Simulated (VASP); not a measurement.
Method: PBEsol GGA, VASP's PBE PAW potentials (set 64) (plane waves; VASP).

A VASP calculation is set up with these files.

File KPOINTS:
```
Regular mesh
0
G
  10 10 10
0 0 0
```

**INCAR**
```
ALGO=Normal
EDIFF=1E-6
EDIFFG=-0.01
ENCUT=400
GGA=PS
IBRION=2
ISIF=3
ISMEAR=1
LASPH=T
LCHARG=F
LMAXMIX=6
LREAL=F
LWAVE=F
NELM=100
NSW=60
PREC=Accurate
SIGMA=0.1
SYSTEM=DyRh
```

### POSCAR
```
DyRh
1
    3.3671548539     0.0000000000     0.0000000000
    0.0000000000     3.3671548539     0.0000000000
    0.0000000000     0.0000000000     3.3671548539
Dy Rh
1 1
Direct
  0.0000000000   0.0000000000   0.0000000000
  0.5000000000   0.5000000000   0.5000000000
```

POTCAR, in this order: Dy_3 Rh_pv (PBE.64 set). Program: vasp_std.

What VASP printed:

**OSZICAR**
```
       N       E                     dE             d eps       ncg     rms          rms(c)
DAV:   1     0.147907771906E+03    0.14791E+03   -0.12241E+04  1904   0.126E+03
DAV:   2    -0.110665950690E+02   -0.15897E+03   -0.15707E+03  2048   0.398E+02
DAV:   3    -0.152392957095E+02   -0.41727E+01   -0.40540E+01  2328   0.562E+01
DAV:   4    -0.153009670187E+02   -0.61671E-01   -0.61655E-01  2032   0.856E+00
DAV:   5    -0.153028601085E+02   -0.18931E-02   -0.18931E-02  2440   0.138E+00    0.360E+01
DAV:   6    -0.153595409671E+02   -0.56681E-01   -0.13469E+01  1824   0.219E+01    0.120E+01
DAV:   7    -0.150018599617E+02    0.35768E+00   -0.90686E+00  1920   0.193E+01    0.155E+01
DAV:   8    -0.147669690310E+02    0.23489E+00   -0.15980E+00  1800   0.849E+00    0.169E+00
DAV:   9    -0.147694589179E+02   -0.24899E-02   -0.30915E-02  2224   0.120E+00    0.502E-01
DAV:  10    -0.147691559499E+02    0.30297E-03   -0.25359E-03  1896   0.429E-01    0.162E-01
DAV:  11    -0.147691486451E+02    0.73048E-05   -0.14987E-04  2400   0.115E-01    0.490E-02
DAV:  12    -0.147691426569E+02    0.59882E-05   -0.29592E-05  2528   0.390E-02    0.139E-02
DAV:  13    -0.147691424993E+02    0.15768E-06   -0.39446E-06  1632   0.129E-02
   1 F= -.14769142E+02 E0= -.14768793E+02  d E =-.147691E+02
       N       E                     dE             d eps       ncg     rms          rms(c)
DAV:   1    -0.147707006011E+02   -0.15579E-02   -0.23710E-02  1824   0.158E+00    0.420E-01
DAV:   2    -0.147704331873E+02    0.26741E-03   -0.33249E-02  1816   0.120E+00    0.373E-01
DAV:   3    -0.147691627530E+02    0.12704E-02   -0.79647E-03  1840   0.588E-01    0.460E-02
DAV:   4    -0.147691470169E+02    0.15736E-04   -0.38024E-04  2296   0.137E-01    0.395E-02
DAV:   5    -0.147691477861E+02   -0.76923E-06   -0.67928E-06  1944   0.210E-02
   2 F= -.14769148E+02 E0= -.14768795E+02  d E =-.528686E-05
```

OUTCAR:
```
------------------------ aborting loop because EDIFF is reached ----------------------------------------
  FORCE on cell =-STRESS in cart. coord.  units (eV):
  Direction    XX          YY          ZZ          XY          YZ          ZX
  --------------------------------------------------------------------------------------
  Total        0.0126287      0.0126287      0.0126287      0.0000000      0.0000000      0.0000000
  in kB        0.5308823      0.5308823      0.5308823      0.0000000      0.0000000      0.0000000
  external PRESSURE =       0.5308823 kB  Pullay stress =       0.0000000 kB
  volume of cell :       38.11
      direct lattice vectors                 reciprocal lattice vectors
     3.365299609 -0.000000000 -0.000000000     0.297150363  0.000000000 -0.000000000
    -0.000000000  3.365299609 -0.000000000     0.000000000  0.297150363  0.000000000
     0.000000000 -0.000000000  3.365299609     0.000000000  0.000000000  0.297150363
 POSITION                                       TOTAL-FORCE (eV/Angst)
 -----------------------------------------------------------------------------------
      0.00000      0.00000      0.00000         0.000000     -0.000000      0.000000
      1.68265      1.68265      1.68265        -0.000000      0.000000      0.000000
 -----------------------------------------------------------------------------------
    total drift:                                0.000000      0.000000     -0.000000
  FREE ENERGIE OF THE ION-ELECTRON SYSTEM (eV)
  ---------------------------------------------------
  free  energy   TOTEN  =       -14.7691477861 eV

  energy  without entropy=      -14.7680890082  energy(sigma->0) =      -14.76879486

 reached required accuracy - stopping structural energy minimisation
```
(Selected blocks of OUTCAR.)

CONTCAR:
```
DyRh
   1.00000000000000
     3.3652996090010849   -0.0000000000000000   -0.0000000000000000
    -0.0000000000000000    3.3652996090010849   -0.0000000000000000
     0.0000000000000000   -0.0000000000000000    3.3652996090010849
  Dy              Rh
     1     1
Direct
     0.0000000000000000    0.0000000000000000    0.0000000000000000
     0.5000000000000000    0.5000000000000000    0.5000000000000000
```

The 4f electrons are frozen in the core of the lanthanide potential, so 4f levels, which can set the real gap, and their magnetism are missing.

The structure comes from a measured DyRh entry (Pm-3m) of the Crystallography Open Database, whose conditions weren't checked. This run relaxes it. Symmetry was kept, so distortions that lower it aren't found. The start is the result of an earlier pass.
